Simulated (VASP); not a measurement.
# Arsenene and its bilayer, part 2 of 5

What are the lattice, gap and band positions of arsenene, and what does a second sheet change?

VASP 6.6.1, plane waves and PAW; the level of theory is named at each step.

So far. Step 2 (Relaxing the monolayer): The run ended after 5 ionic steps, 0.005 eV below its first step, once forces and stress met EDIFFG = -0.015. Step 3 (A second relaxation): The start already met the threshold, so nothing moved.

## (4) Potential and states of the slab

Level of this step: PBE with D3(BJ); plane waves and PAW (As) (VASP).

A static run writes the electrostatic potential without exchange and correlation (LVHAR), which is flat in the vacuum and gives the level to count from. The dipole correction cancels the field that unlike faces would set up across the vacuum.

The input, INCAR:

```
SYSTEM = As
PREC = Normal
ENCUT = 350
EDIFF = 1E-06
NELM = 120
ISMEAR = 0
SIGMA = 0.03
LREAL = .FALSE.
ALGO = Fast
GGA = PE
IVDW = 12
NBANDS = 11
LORBIT = 11
LWAVE = .FALSE.
LCHARG = .TRUE.
IDIPOL = 3
LDIPOL = .TRUE.
DIPOL = 0.5 0.5 0.5
LVHAR = .TRUE.
LVACPOTAV = .TRUE.
NEDOS = 1500
LELF = .TRUE.
```

The input, POSCAR:

```
As
1.0
    3.5727533889      0.0000000000      0.0000000000
   -1.7863766944      3.0940951963      0.0000000000
    0.0000000000      0.0000000000     22.0000000000
As
2
Direct
    0.3333333333      0.6666666667      0.4680671379
    0.6666666667      0.3333333333      0.5319328621
```

The input, KPOINTS:

```
Automatic mesh
0
Gamma
12 12 1
0 0 0
```

The input, KPOINTS_OPT:

```
Line mode
14
Line-mode
Reciprocal
  0.00000000   0.00000000   0.00000000 GAMMA
  0.50000000   0.00000000   0.00000000 M

  0.50000000   0.00000000   0.00000000 M
  0.33333333   0.33333333   0.00000000 K

  0.33333333   0.33333333   0.00000000 K
  0.00000000   0.00000000   0.00000000 GAMMA
```

Potentials, in the order of the species: As (PBE family, release 64).

Run with:

```bash
$ mpirun -np 4 vasp_std
```

The log of the run:

```text
[banner, memory and clock lines left out]
running    4 mpi-ranks, on    1 nodes
 distrk:  each k-point on    4 cores,    1 groups
 distr:  one band on    1 cores,    4 groups

 POSCAR found type information on POSCAR As
 POSCAR found :  1 types and       2 ions
 LDA part: xc-table for (Slater+PW92), standard interpolation
|                                                                             |
|           W    W    AA    RRRRR   N    N  II  N    N   GGGG   !!!           |
|           W    W   A  A   R    R  NN   N  II  NN   N  G    G  !!!           |
|           W    W  A    A  R    R  N N  N  II  N N  N  G       !!!           |
|           W WW W  AAAAAA  RRRRR   N  N N  II  N  N N  G  GGG   !            |
|           WW  WW  A    A  R   R   N   NN  II  N   NN  G    G                |
|           W    W  A    A  R    R  N    N  II  N    N   GGGG   !!!           |
|                                                                             |
|     The number of bands has been changed from the values supplied in        |
|     The orbitals not found in the WAVECAR file will be initialized with     |
|     random numbers, which is usually adequate. For correlated               |
|     calculations, however, you should redo the groundstate calculation.     |
|     I found NBANDS = 11. Now, NBANDS = 12.                                  |
|                                                                             |

 POSCAR, INCAR and KPOINTS ok, starting setup
 FFT: planning ... GRIDC
 FFT: planning ... GRID_SOFT
 FFT: planning ... GRID
 WAVECAR not read
 entering main loop
       N       E                     dE             d eps       ncg     rms          rms(c)
DAV:   1     0.518305260855E+02    0.51831E+02   -0.24825E+03   456   0.407E+02
DAV:   2    -0.440523614213E+01   -0.56236E+02   -0.50135E+02   704   0.829E+01
DAV:   3    -0.931888497654E+01   -0.49136E+01   -0.48941E+01   640   0.322E+01
DAV:   4    -0.939129611849E+01   -0.72411E-01   -0.72398E-01   588   0.453E+00
DAV:   5    -0.939210002759E+01   -0.80391E-03   -0.80391E-03   644   0.435E-01    0.332E+00
RMM:   6    -0.934851906183E+01    0.43581E-01   -0.16172E-02   550   0.658E-01    0.198E+00
RMM:   7    -0.932459966011E+01    0.23919E-01   -0.43154E-02   598   0.111E+00    0.124E-01
RMM:   8    -0.932464930264E+01   -0.49643E-04   -0.31250E-03   603   0.364E-01    0.321E-02
RMM:   9    -0.932458556204E+01    0.63741E-04   -0.61277E-04   631   0.149E-01    0.282E-02
RMM:  10    -0.932454197619E+01    0.43586E-04   -0.17348E-04   608   0.661E-02    0.365E-02
RMM:  11    -0.932458457757E+01   -0.42601E-04   -0.50155E-05   637   0.357E-02    0.130E-02
RMM:  12    -0.932480771571E+01   -0.22314E-03   -0.47383E-05   619   0.262E-02    0.297E-03
RMM:  13    -0.932485344249E+01   -0.45727E-04   -0.13012E-05   600   0.129E-02    0.239E-03
RMM:  14    -0.932492778260E+01   -0.74340E-04   -0.44049E-06   550   0.675E-03    0.722E-04
RMM:  15    -0.932494343752E+01   -0.15655E-04   -0.11586E-06   528   0.307E-03    0.116E-03
RMM:  16    -0.932495090100E+01   -0.74635E-05   -0.44256E-07   511   0.197E-03    0.132E-04
RMM:  17    -0.932495190091E+01   -0.99991E-06   -0.64065E-08   399   0.989E-04
|                                                                             |
|           W    W    AA    RRRRR   N    N  II  N    N   GGGG   !!!           |
|           W    W   A  A   R    R  NN   N  II  NN   N  G    G  !!!           |
|           W    W  A    A  R    R  N N  N  II  N N  N  G       !!!           |
|           W WW W  AAAAAA  RRRRR   N  N N  II  N  N N  G  GGG   !            |
|           WW  WW  A    A  R   R   N   NN  II  N   NN  G    G                |
|           W    W  A    A  R    R  N    N  II  N    N   GGGG   !!!           |
|                                                                             |
|     Did not find any points to average over, which means that no vacuum     |
|     field-free region was found. Please increase the size of  your cell     |
|     in the dimension of the dipole correction to obtain accurate            |
|     workfunction values.                                                    |
|                                                                             |

   1 F= -.97482221E+01 E0= -.97482221E+01  d E =-.813684E-12
 Start KPOINTS_OPT (optional k-point list driver)
k-point batch [1-19\42]
       N       E                     dE             ncg
DAV:   1    -0.571724036015E+03   -0.36806E+04      456
DAV:   2    -0.156113385050E+04   -0.98941E+03      768
DAV:   3    -0.164664280935E+04   -0.85509E+02      648
DAV:   4    -0.164768525483E+04   -0.10424E+01      532
DAV:   5    -0.164769883190E+04   -0.13577E-01      680
DAV:   6    -0.164769890073E+04   -0.68829E-04      572
DAV:   7    -0.164769890194E+04   -0.12139E-05      700
DAV:   8    -0.164769890195E+04   -0.55315E-08      432
[...]
k-point batch [39-42\42]
       N       E                     dE             ncg
DAV:   1     0.336637843104E+04   -0.19236E+03       96
DAV:   2     0.321881751260E+04   -0.14756E+03      156
DAV:   3     0.320370931124E+04   -0.15108E+02      148
DAV:   4     0.320353859645E+04   -0.17071E+00      112
DAV:   5     0.320353567623E+04   -0.29202E-02      124
DAV:   6     0.320353565119E+04   -0.25043E-04      116
DAV:   7     0.320353565087E+04   -0.31909E-06      132
```

It took 6.6 s on 4 MPI ranks of Intel Xeon 6975P-C (Granite Rapids), shared host; peak memory 0.58 GiB; 24 s of CPU time.

OUTCAR, selected parts (step 4):

```text
The static configuration has the point symmetry D_3d.

 Found     19 irreducible k-points:

   k-points           NKPTS =     19   k-points in BZ     NKDIM =     19   number of bands    NBANDS=     12

   NELECT =      10.0000    total number of electrons

 E-fermi :  -3.3825

 k-point     1 :       0.0000    0.0000    0.0000
  band No.  band energies     occupation
      1     -17.1902      2.00000
      2     -10.8381      2.00000
      3      -4.2480      2.00000
      4      -3.5150      2.00000
      5      -3.5150      2.00000
      6      -1.5007      0.00000
      7      -0.0251      0.00000
      8      -0.0251      0.00000
      9       1.2210      0.00000
     10       1.4427      0.00000
    ...

 k-point     2 :       0.0833    0.0000    0.0000
  band No.  band energies     occupation
      1     -17.0957      2.00000
      2     -10.8190      2.00000
      3      -4.4310      2.00000
      4      -4.1990      2.00000
      5      -3.7294      2.00000
      6      -0.8996      0.00000
      7      -0.1275      0.00000
      8       0.1890      0.00000
      9       1.3624      0.00000
     10       1.5556      0.00000
    ...

 Edisp (eV)   -0.42327

  Total       0.00272     0.00272    -0.00914     0.00000    -0.00000     0.00000
  in kB       0.01795     0.01795    -0.06018     0.00000    -0.00000     0.00000
  external pressure =       -0.01 kB  Pullay stress =        0.00 kB

 POSITION                                       TOTAL-FORCE (eV/Angst)
 -----------------------------------------------------------------------------------
     -0.00000      2.06273     10.29748        -0.000000      0.000000      0.000711
      1.78638      1.03137     11.70252         0.000000     -0.000000     -0.000711
 -----------------------------------------------------------------------------------
    total drift:                               -0.000000      0.000000      0.000000

  FREE ENERGIE OF THE ION-ELECTRON SYSTEM (eV)
  ---------------------------------------------------
  free  energy   TOTEN  =        -9.7482221317 eV

  energy  without entropy=       -9.7482221317  energy(sigma->0) =       -9.74822213

 vacuum level on the upper side and lower side of the slab         1.736         1.736

[... 9 parts as in an earlier step ...]

[... 5 further parts left out ...]
```

This step gave:

```
Fermi energy                                      : -3.382 eV
least gap on mesh and path                        : 1.508 eV
least direct gap on mesh and path                 : 2.014 eV
vacuum levels                                     : 1.736, 1.736 eV
ionisation potentials of the upper and lower face : 5.251, 5.251 eV
electron affinities of the upper and lower face   : 3.743, 3.743 eV
```

Electronic bands along the path, in eV, zero at the valence-band top; v1 is the highest filled band, c1 the lowest empty one:

| point | v4 | v3 | v2 | v1 | c1 | c2 | c3 | c4 |
| --- | --- | --- | --- | --- | --- | --- | --- | --- |
| Γ | -7.32 | -0.73 | 0.00 | 0.00 | 2.01 | 3.49 | 3.49 | 4.74 |
| 0.46 of the way | -7.39 | -3.14 | -1.08 | -0.54 | 1.76 | 4.32 | 4.36 | 5.47 |
| M | -9.22 | -3.55 | -1.93 | -1.71 | 1.92 | 3.00 | 4.46 | 6.15 |
| 0.46 of the way | -9.32 | -3.83 | -2.56 | -1.70 | 2.60 | 3.45 | 4.08 | 6.62 |
| K | -10.04 | -4.51 | -2.11 | -2.11 | 1.84 | 4.48 | 4.48 | 8.00 |
| 0.54 of the way | -7.50 | -3.24 | -2.07 | -0.50 | 2.69 | 3.47 | 4.71 | 5.82 |
| Γ | -7.32 | -0.73 | 0.00 | 0.00 | 2.01 | 3.49 | 3.49 | 4.74 |

The electronic bands as a text plot (rows in eV, shown from -8.0 to 5.0 only):

```
    4.7 |++++      ++++++++++++       +++++++++++++++++++++ +++++
    4.2 |      +++++++         ++++++++++ ++               +
    3.6 |++++++       ++++         +        ++++   ++++++   +++++
    3.1 |                 +++++++++             +++      +++++
    2.5 |  +++++                +++++         ++++ ++++++   ++++
    2.0 |++     +++       ++++++     +++++++++                  +
    1.5 |          +++++++
    0.9 |
    0.4 |
   -0.2 |******                                             *****
   -0.7 |***************                        *****************
   -1.2 |    **   ****  ***                   **         ** **
   -1.8 |             ******************* ****         **  *
   -2.3 |      *               *************       ****  **
   -2.9 |       **                          ****  *    **
   -3.4 |         ***      *******              *******
   -3.9 |            ******       ***         **
   -4.5 |                            *********
   -5.0 |
   -5.6 |
   -6.1 |
   -6.6 |
   -7.2 |**********                                    **********
   -7.7 |          ***                             ****
         Γ                   M           K                      Γ
```

Zero at the Fermi level. Table of planar average of the electrostatic potential by height:

height (Å), planar average of the electrostatic potential (eV) and a bar from the least value:
```
      0.0       5.12 ##############################
      0.5       5.12 ##############################
      1.0       5.12 ##############################
      1.5       5.12 ##############################
      2.0       5.12 ##############################
      2.5       5.12 ##############################
      3.0       5.12 ##############################
      3.5       5.12 ##############################
      4.0       5.12 ##############################
      4.5       5.12 ##############################
      5.0       5.12 ##############################
      5.5       5.12 ##############################
      6.0       5.12 ##############################
      6.5       5.12 ##############################
      7.0       5.11 ##############################
      7.5       5.10 ##############################
      8.0       5.04 ##############################
      8.5       4.81 #############################
      9.0       3.92 ###########################
      9.5       0.31 ###################
     10.0      -6.97 ###
     10.5      -8.37 
     11.0      -7.13 ###
     11.5      -8.37 
     12.0      -6.97 ###
     12.5       0.31 ###################
     13.0       3.92 ###########################
     13.5       4.81 #############################
     14.0       5.04 ##############################
     14.5       5.10 ##############################
     15.0       5.11 ##############################
     15.5       5.12 ##############################
     16.0       5.12 ##############################
     16.5       5.12 ##############################
     17.0       5.12 ##############################
     17.5       5.12 ##############################
     18.0       5.12 ##############################
     18.5       5.12 ##############################
     19.0       5.12 ##############################
     19.5       5.12 ##############################
     20.0       5.12 ##############################
     20.5       5.12 ##############################
     21.0       5.12 ##############################
     21.5       5.12 ##############################
```

Valence density in the ca plane at fractional y = 0.333, with atoms of As within 0.2 Å of it. It is the smooth field of the valence electrons, not physical close to the nuclei.

Ten even steps from '0' (-0.10 e/Å³) to '9' (0.61 e/Å³), each cell a mean:
```
11111111111111111111111123356787532111111111
11111111111111111111111112347878953211111111
11111111111111111111111112247503973211111111
11111111111111111111111112347735973211111111
11111111111111111111111122347899742111111111
11111111111111111111111123455665422111111111
11111111111111111111111234555433211111111111
11111111111111111111111234555432211111111111
11111111111111111111111223555543321111111111
```
Columns run along c (16.0 Å, from fractional 0.03 to 0.76 of the cell), rows up along a (3.6 Å). Atoms in or near the plane, at fractional coordinates: As at (0.53, 0.67).

ELF in the ca plane at fractional y = 0.333, with atoms of As within 0.2 Å of it. It is the smooth field of the valence electrons, not physical close to the nuclei.

Ten even steps from '0' (0.00) to '9' (0.95), each cell a mean:
```
00000000000000000000000123456788888631000000
00000000000000000000000001246778999863101000
00000000000000000000000000146657999975211000
00000000000000000000000000246668999974220000
00000000000000000000000112356788999752110000
00000000000000000000002345566667765310000000
00000000000000000000024577766533211000000000
00000000000000000000024678765431100000000000
00000000000000000000013466666655443100000000
```
Columns run along c (16.0 Å, from fractional 0.03 to 0.76 of the cell), rows up along a (3.6 Å). Atoms in or near the plane, at fractional coordinates: As at (0.53, 0.67).

The vacuum level lies 5.25 eV above the highest filled level at the upper face; both faces agree, as the slab has next to no dipole.

The program found no field-free point at its default tolerance, but its printed level agrees with the flat part of the planar average.

## (5) The slab in a field, field -0.1

A field across the slab, with the atoms held, gives the electronic response: the dipole changes linearly with the field, and the energy has a linear term from the slab's own dipole and a quadratic one from its polarisability.

The input, INCAR:

```
SYSTEM = As
PREC = Normal
ENCUT = 350
EDIFF = 1E-06
NELM = 120
ISMEAR = 0
SIGMA = 0.03
LREAL = .FALSE.
ALGO = Fast
GGA = PE
IVDW = 12
NBANDS = 11
LORBIT = 11
LWAVE = .FALSE.
LCHARG = .FALSE.
KPAR = 4
IDIPOL = 3
LDIPOL = .TRUE.
DIPOL = 0.5 0.5 0.5
EFIELD = -0.1
```

POSCAR is that of step 4.

KPOINTS is that of step 4.

Run with:

```bash
$ mpirun -np 4 vasp_std
```

The log of the run:

```text
[... set-up lines as in an earlier step ...]
 entering main loop
       N       E                     dE             d eps       ncg     rms          rms(c)
DAV:   1     0.523709657005E+02    0.52371E+02   -0.23982E+03   418   0.432E+02
DAV:   2    -0.470015081731E+01   -0.57071E+02   -0.50855E+02   661   0.870E+01
DAV:   3    -0.933764882565E+01   -0.46375E+01   -0.46261E+01   571   0.340E+01
DAV:   4    -0.939905073384E+01   -0.61402E-01   -0.61389E-01   543   0.457E+00
DAV:   5    -0.939975744681E+01   -0.70671E-03   -0.70671E-03   588   0.428E-01    0.333E+00
RMM:   6    -0.935040099417E+01    0.49356E-01   -0.24554E-02   486   0.781E-01    0.198E+00
RMM:   7    -0.932707891270E+01    0.23322E-01   -0.41642E-02   528   0.116E+00    0.199E-01
RMM:   8    -0.932604724418E+01    0.10317E-02   -0.44428E-03   567   0.441E-01    0.967E-02
RMM:   9    -0.932583106425E+01    0.21618E-03   -0.12907E-03   541   0.221E-01    0.374E-02
RMM:  10    -0.932578987228E+01    0.41192E-04   -0.26103E-04   582   0.981E-02    0.227E-02
RMM:  11    -0.932583398597E+01   -0.44114E-04   -0.14651E-04   533   0.561E-02    0.298E-02
RMM:  12    -0.932586866887E+01   -0.34683E-04   -0.36911E-05   573   0.290E-02    0.178E-02
RMM:  13    -0.932606917138E+01   -0.20050E-03   -0.33062E-05   553   0.269E-02    0.552E-03
RMM:  14    -0.932608729745E+01   -0.18126E-04   -0.65041E-06   507   0.103E-02    0.277E-03
RMM:  15    -0.932615761098E+01   -0.70314E-04   -0.47949E-06   503   0.856E-03    0.195E-03
RMM:  16    -0.932615969306E+01   -0.20821E-05   -0.71980E-07   470   0.330E-03    0.192E-03
RMM:  17    -0.932617885009E+01   -0.19157E-04   -0.10394E-06   474   0.354E-03    0.580E-04
RMM:  18    -0.932617951678E+01   -0.66669E-06   -0.14920E-07   364   0.125E-03
   1 F= -.97494497E+01 E0= -.97494497E+01  d E =-.131994E-17
```

Elapsed: 5.8 s, on 4 MPI ranks; peak memory 0.69 GiB.

OUTCAR, selected parts (step 5):

```text
   NELECT =      10.0000    total number of electrons

 dipolmoment           0.000000      0.000000     -0.024506 electrons x Angstroem

 E-fermi :  -3.3439

 k-point     1 :       0.0000    0.0000    0.0000
  band No.  band energies     occupation
      1     -17.1910      2.00000
      2     -10.8389      2.00000
      3      -4.2490      2.00000
      4      -3.5158      2.00000
      5      -3.5158      2.00000
      6      -1.5018      0.00000
      7      -0.0260      0.00000
      8      -0.0260      0.00000
      9       1.0248      0.00000
     10       1.5272      0.00000
    ...

 Edisp (eV)   -0.42327

  Total       0.00370     0.00370    -0.01079     0.00000    -0.00000    -0.00000
  in kB       0.02437     0.02437    -0.07110     0.00000    -0.00000    -0.00000
  external pressure =       -0.01 kB  Pullay stress =        0.00 kB

 POSITION                                       TOTAL-FORCE (eV/Angst)
 -----------------------------------------------------------------------------------
     -0.00000      2.06273     10.29748         0.000000      0.000000      0.000481
      1.78638      1.03137     11.70252        -0.000000     -0.000000     -0.000481
 -----------------------------------------------------------------------------------
    total drift:                                0.000000     -0.000000      0.000001

  FREE ENERGIE OF THE ION-ELECTRON SYSTEM (eV)
  ---------------------------------------------------
  free  energy   TOTEN  =        -9.7494497476 eV

  energy  without entropy=       -9.7494497476  energy(sigma->0) =       -9.74944975

 vacuum level on the upper side and lower side of the slab         2.565         0.857

[... 8 parts as in an earlier step ...]

[... 9 further parts left out ...]
```

Numbers from this step:

| Quantity | Value |
| --- | --- |
| electronic cycles | 18 |
| free energy (TOTEN) | -9.749 eV |
| Fermi energy | -3.344 eV |
| dipole moment | 0, 0, -0.02451 e·Å |

VASP counts the dipole in electrons times Å, so a positive number points the physical dipole along −c. A positive EFIELD is likewise a physical field along −c.

Energy at zero smearing: -9.74945 eV.

(Part 2 of 5 ends here.)

[Lines on the potential files, build, host, timing and source positions are cut from VASP's logs without a mark.]

[Logs are printed without paths, hosts, clocks, repeated set-up lines and the standing remarks that a program may print on its own settings, such as how far it seeks lower states.]

[Hosts, paths, dates, database ids (printed as entryN), source tags and the programs' standing remarks are cut or masked in the printed files.]

[Runs that stopped without an error message from VASP are left out.]
